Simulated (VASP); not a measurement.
Calculation: LDA (Ceperley-Alder, Perdew-Zunger), VASP's LDA PAW potentials (set 64) (plane waves; VASP).

VASP input:

**INCAR**
```
SYSTEM=Sn
PREC=Accurate; ENCUT=400; LREAL=.False.
LASPH=.True.
EDIFF=1E-6; NELM=100; ALGO=Normal
LMAXMIX=4
ISMEAR=1; SIGMA=0.1
IBRION=2; NSW=60; ISIF=3
EDIFFG=-0.01
LWAVE=.False.; LCHARG=.False.
```

POSCAR:
```
Sn
1
    0.0000000000     3.2849850000     3.2849850000
    3.2849850000     0.0000000000     3.2849850000
    3.2849850000     3.2849850000     0.0000000000
Sn
2
Direct
  0.0000000000   0.0000000000   0.0000000000
  0.2500000000   0.2500000000   0.2500000000
```

### KPOINTS
```
kpoints
0
G
 9 9 9
0 0 0
```

POTCAR, in this order: Sn_d (LDA.64 set). Program: vasp_std.

Energy and stress use the plane-wave basis of the starting cell. Unless said otherwise, spin-orbit coupling is left out, though it shifts the bands of the heavy elements here.

Problem. What does the run give for the energy per atom (σ→0), volume per atom, band gap (on the k-mesh)?

Solution. 
The energy per atom (σ→0) is -4.469 eV/atom. The band gap (on the k-mesh) comes out as none (metal, semimetal or under 0.01 eV). The volume per atom is 33.91 Å³/atom.

File OSZICAR:
```
...
DAV:   1    -0.899013690183E+01   -0.53670E-01   -0.11697E+00  1396   0.194E+01    0.121E+00
DAV:   2    -0.894831419628E+01    0.41823E-01   -0.74496E-02  1596   0.486E+00    0.537E-01
DAV:   3    -0.893870761296E+01    0.96066E-02   -0.29996E-02  1640   0.294E+00    0.773E-02
DAV:   4    -0.893820671529E+01    0.50090E-03   -0.12842E-03  1424   0.479E-01    0.215E-02
DAV:   5    -0.893816320985E+01    0.43505E-04   -0.64426E-05  1614   0.101E-01    0.953E-03
DAV:   6    -0.893815615529E+01    0.70546E-05   -0.77043E-06  1280   0.381E-02    0.341E-03
DAV:   7    -0.893815575917E+01    0.39612E-06   -0.44736E-07   636   0.607E-03
   3 F= -.89381558E+01 E0= -.89381345E+01  d E =-.178437E-01
```

The structure comes from a computed database's Sn entry (Fd-3m); how it stands against other phases isn't given here. This run relaxes it. Symmetry was kept, so distortions that lower it aren't found.
